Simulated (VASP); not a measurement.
Output of a VASP run:

**OUTCAR**
```
 ion  position               nearest neighbor table
   1  0.000  0.000  0.000-   5 2.35   6 2.35   7 2.35   8 2.35
   2  0.000  0.500  0.500-   5 2.54   6 2.54   7 2.54   8 2.54
   3  0.500  0.000  0.500-   5 2.54   6 2.54   7 2.54   8 2.54
   4  0.500  0.500  0.000-   5 2.54   6 2.54   7 2.54   8 2.54
   5  0.764  0.764  0.236-   1 2.35   2 2.54   3 2.54   4 2.54
   6  0.764  0.236  0.764-   1 2.35   2 2.54   3 2.54   4 2.54
   7  0.236  0.236  0.236-   1 2.35   2 2.54   3 2.54   4 2.54
   8  0.236  0.764  0.764-   1 2.35   2 2.54   3 2.54   4 2.54
  LATTYP: Found a simple cubic cell.
 ALAT       =     5.7472932163
 Subroutine PRICEL returns:
 Original cell was already a primitive cell.
 Subroutine GETGRP returns: Found 24 space group operations
The static configuration has the point symmetry T_d .
The dynamic configuration has the point symmetry T_d .
 Subroutine INISYM returns: Found 24 space group operations
 Subroutine IBZKPT returns following result:
 Found     20 irreducible k-points:

 Following reciprocal coordinates:
            Coordinates               Weight
  0.000000  0.000000  0.000000      1.000000
  0.142857  0.000000  0.000000      6.000000
  0.285714  0.000000  0.000000      6.000000
  0.428571  0.000000  0.000000      6.000000
  0.142857  0.142857  0.000000     12.000000
  0.285714  0.142857  0.000000     24.000000
  0.428571  0.142857  0.000000     24.000000
  0.285714  0.285714  0.000000     12.000000
  0.428571  0.285714  0.000000     24.000000
  0.428571  0.428571  0.000000     12.000000
  0.142857  0.142857  0.142857      8.000000
  0.285714  0.142857  0.142857     24.000000
  0.428571  0.142857  0.142857     24.000000
  0.285714  0.285714  0.142857     24.000000
  0.428571  0.285714  0.142857     48.000000
  0.428571  0.428571  0.142857     24.000000
  0.285714  0.285714  0.285714      8.000000
  0.428571  0.285714  0.285714     24.000000
  0.428571  0.428571  0.285714     24.000000
  0.428571  0.428571  0.428571      8.000000
 Subroutine IBZKPT_HF returns following result:
   k-points           NKPTS =     20   k-points in BZ     NKDIM =     20   number of bands    NBANDS=    129
   number of dos      NEDOS =   1001   number of ions     NIONS =      8
   total plane-waves  NPLWV =  64000
   dimension x,y,z NGX =    40 NGY =   40 NGZ =   40
   dimension x,y,z NGXF=    80 NGYF=   80 NGZF=   80
   ions per type =               1   3   4
   PREC   = accura    normal or accurate (medium, high low for compatibility)
   ISTART =      0    job   : 0-new  1-cont  2-samecut
   ICHARG =      2    charge: 1-file 2-atom 10-const
   ISPIN  =      1    spin polarized calculation?
   LNONCOLLINEAR =      F non collinear calculations
   LSORBIT =      F    spin-orbit coupling
   INIWAV =      1    electr: 0-lowe 1-rand  2-diag
   ENCUT  =  400.0 eV  29.40 Ry    5.42 a.u.   9.37  9.37  9.37*2*pi/ulx,y,z
   NELM   =    100;   NELMIN=  2; NELMDL= -5     # of ELM steps
   EDIFF  = 0.1E-06   stopping-criterion for ELM
   LREAL  =      F    real-space projection
   NLSPLINE    = F    spline interpolate recip. space projectors
   LMAXMIX     =    4 max onsite mixed and CHGCAR
   VOSKOWN=      0    Vosko Wilk Nusair interpolation
   EDIFFG = 0.1E-05   stopping-criterion for IOM
   NSW    =      0    number of steps for IOM
   NBLOCK =      1;   KBLOCK =      1    inner block; outer block
   IBRION =     -1    ionic relax: 0-MD 1-quasi-New 2-CG
   NFREE  =      0    steps in history (QN), initial steepest desc. (CG)
   ISIF   =      2    stress and relaxation
   ISYM   =      2    0-nonsym 1-usesym 2-fastsym
   TEIN   =    0.0    initial temperature
   TEBEG  =    0.0;   TEEND  =   0.0 temperature during run
   SMASS  =  -3.00    Nose mass-parameter (am)
   PSTRESS=    0.0 pullay stress
   NELECT =      72.0000    total number of electrons
   EFERMI =   0.00;   METHOD = LEGACY
   ISMEAR =     0;   SIGMA  =   0.01  broadening in eV -4-tet -1-fermi 0-gaus
   IALGO  =     38    algorithm
   LDIAG  =      T    sub-space diagonalisation (order eigenvalues)
   IMIX   =      4    mixing-type and parameters
...
```

File OSZICAR:
```
       N       E                     dE             d eps       ncg     rms          rms(c)
DAV:   1     0.478857453330E+03    0.47886E+03   -0.22306E+04  5160   0.466E+02
DAV:   2    -0.708827526723E+02   -0.54974E+03   -0.48688E+03  5528   0.161E+02
DAV:   3    -0.125591099019E+03   -0.54708E+02   -0.52649E+02  5992   0.553E+01
DAV:   4    -0.126512854172E+03   -0.92176E+00   -0.91975E+00  5872   0.730E+00
DAV:   5    -0.126517528114E+03   -0.46739E-02   -0.46735E-02  5912   0.473E-01    0.155E+01
DAV:   6    -0.112898629497E+03    0.13619E+02   -0.49202E+00  5992   0.146E+01    0.155E+01
DAV:   7    -0.107744479797E+03    0.51541E+01   -0.14173E+00  5414   0.341E+00    0.106E+01
DAV:   8    -0.108827146279E+03   -0.10827E+01   -0.53322E-01  5376   0.260E+00    0.240E+00
DAV:   9    -0.107388548404E+03    0.14386E+01   -0.41877E-01  5217   0.192E+00    0.121E+00
DAV:  10    -0.107755217039E+03   -0.36667E+00   -0.98312E-02  5209   0.849E-01    0.378E-01
DAV:  11    -0.107813517855E+03   -0.58301E-01   -0.26406E-02  5517   0.444E-01    0.177E-01
DAV:  12    -0.107810029956E+03    0.34879E-02   -0.12528E-03  5850   0.113E-01    0.101E-01
DAV:  13    -0.107815991314E+03   -0.59614E-02   -0.53657E-03  5437   0.206E-01    0.106E-01
DAV:  14    -0.107813513895E+03    0.24774E-02   -0.78835E-04  5702   0.712E-02    0.980E-02
DAV:  15    -0.107816704416E+03   -0.31905E-02   -0.23022E-04  5470   0.420E-02    0.557E-02
DAV:  16    -0.107818931408E+03   -0.22270E-02   -0.56770E-04  5347   0.641E-02    0.899E-03
DAV:  17    -0.107818961123E+03   -0.29715E-04   -0.42103E-05  5816   0.136E-02    0.879E-03
DAV:  18    -0.107818937676E+03    0.23447E-04   -0.19836E-05  5442   0.119E-02    0.106E-02
DAV:  19    -0.107818958166E+03   -0.20490E-04   -0.33834E-06  5470   0.427E-03    0.498E-03
DAV:  20    -0.107818967105E+03   -0.89389E-05   -0.29082E-06  5427   0.453E-03    0.208E-03
DAV:  21    -0.107818967180E+03   -0.74608E-07   -0.13617E-07  5488   0.791E-04
   1 F= -.10781897E+03 E0= -.10781897E+03  d E =-.233830E-26
 imaginary and real dielectric function
```

**OUTCAR**
```
------------------------ aborting loop because EDIFF is reached ----------------------------------------
  FORCE on cell =-STRESS in cart. coord.  units (eV):
  Direction    XX          YY          ZZ          XY          YZ          ZX
  --------------------------------------------------------------------------------------
  Total        0.0548953      0.0548953      0.0548953     -0.0000000     -0.0000000      0.0000000
  in kB        0.4632932      0.4632932      0.4632932     -0.0000000     -0.0000000      0.0000000
  external PRESSURE =       0.4632932 kB  Pullay stress =       0.0000000 kB
  volume of cell :      189.84
      direct lattice vectors                 reciprocal lattice vectors
     5.747293216  0.000000000  0.000000000     0.173994951  0.000000000  0.000000000
     0.000000000  5.747293216  0.000000000     0.000000000  0.173994951  0.000000000
     0.000000000  0.000000000  5.747293216     0.000000000  0.000000000  0.173994951
 POSITION                                       TOTAL-FORCE (eV/Angst)
 -----------------------------------------------------------------------------------
      0.00000      0.00000      0.00000         0.000000      0.000000      0.000000
      0.00000      2.87365      2.87365         0.000000      0.000000      0.000000
      2.87365      0.00000      2.87365         0.000000      0.000000      0.000000
      2.87365      2.87365      0.00000         0.000000      0.000000      0.000000
      4.38892      4.38892      1.35837         0.010163      0.010163     -0.010163
      4.38892      1.35837      4.38892         0.010163     -0.010163      0.010163
      1.35837      1.35837      1.35837        -0.010163     -0.010163     -0.010163
      1.35837      4.38892      4.38892        -0.010163      0.010163      0.010163
 -----------------------------------------------------------------------------------
    total drift:                               -0.000000     -0.000000      0.000000
  FREE ENERGIE OF THE ION-ELECTRON SYSTEM (eV)
  ---------------------------------------------------
  free  energy   TOTEN  =      -107.8189671796 eV

  energy  without entropy=     -107.8189671796  energy(sigma->0) =     -107.81896718

 plasma frequency squared (from intraband transitions) (eV^2)
  --------------------------------------------------------------------------------------
       0.000       0.000       0.000
       0.000       0.000       0.000
       0.000       0.000       0.000

 plasma frequency squared (from interband transitions, int dw w eps(2)(w)) (eV^2)
  --------------------------------------------------------------------------------------
     324.506       0.000       0.000       0.000      -0.000      -0.000
       0.000      -0.000     324.506       0.000      -0.000       0.000
      -0.000       0.000      -0.000      -0.000     324.506       0.000
```
(Selected blocks of OUTCAR.)

File POSCAR:
```
ZnCd3S4
1
    5.7472932163     0.0000000000     0.0000000000
    0.0000000000     5.7472932163     0.0000000000
    0.0000000000     0.0000000000     5.7472932163
Zn Cd S
1 3 4
Direct
  0.0000000000   0.0000000000   0.0000000000
  0.0000000000   0.5000000000   0.5000000000
  0.5000000000   0.0000000000   0.5000000000
  0.5000000000   0.5000000000   0.0000000000
  0.7636501644   0.7636501644   0.2363498356
  0.7636501644   0.2363498356   0.7636501644
  0.2363498356   0.2363498356   0.2363498356
  0.2363498356   0.7636501644   0.7636501644
```

Reconstruct the remaining input files.

One answer among several that fit: the input of the run itself, r2SCAN meta-GGA, plane waves, VASP's PBE PAW potentials (set 64).

**INCAR**
```
SYSTEM = ZnCd3S4
PREC = Accurate
ENCUT = 400
EDIFF = 1E-7
NELM = 100
ALGO = Normal
LREAL = .FALSE.
LASPH = .TRUE.
ISMEAR = 0
SIGMA = 0.01
METAGGA = R2SCAN
LMIXTAU = .TRUE.
LMAXMIX = 4
LWAVE = .FALSE.
LCHARG = .FALSE.
LOPTICS = .TRUE.
LPEAD = .TRUE.
NBANDS = 129
NEDOS = 1001
CSHIFT = 0.1
```

File KPOINTS:
```
Automatic mesh
0
Gamma
7 7 7
0 0 0
```

POTCAR, in this order: Zn Cd S (PBE.64 set). Program: vasp_std.

The dielectric response may not be converged in the k-mesh; for small gaps it tends to come out too large.

The structure comes from a computed database's ZnCd3S4 entry (P-43m); how it stands against other phases isn't given here. It was relaxed first.
